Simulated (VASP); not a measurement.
Data:

```xyz
2
Lattice="0.0000 2.2431 2.2431 2.2431 0.0000 2.2431 2.2431 2.2431 0.0000" Properties=species:S:1:pos:R:3 pbc="T T T"
B      0.0000     0.0000     0.0000
P      1.1215     1.1215     1.1215
```

Computed with r2SCAN meta-GGA, VASP's PBE PAW potentials (set 64) (plane waves; VASP). Settings: 520 eV cut-off, 10×10×10 Γ-centred mesh, Gaussian smearing of 0.050 eV, potentials B P.

Q: What does the run give for the energy per atom (σ→0), pressure?

A: 
```yaml
energy per atom (σ→0): -8.650 eV/atom
pressure: 5.50 GPa
```

Total energies compare only between runs with the same potentials, cut-off and functional.

The compound is BP in the zinc blende structure. This cell is one point of a volume scan, at 0.97 of the reference volume.
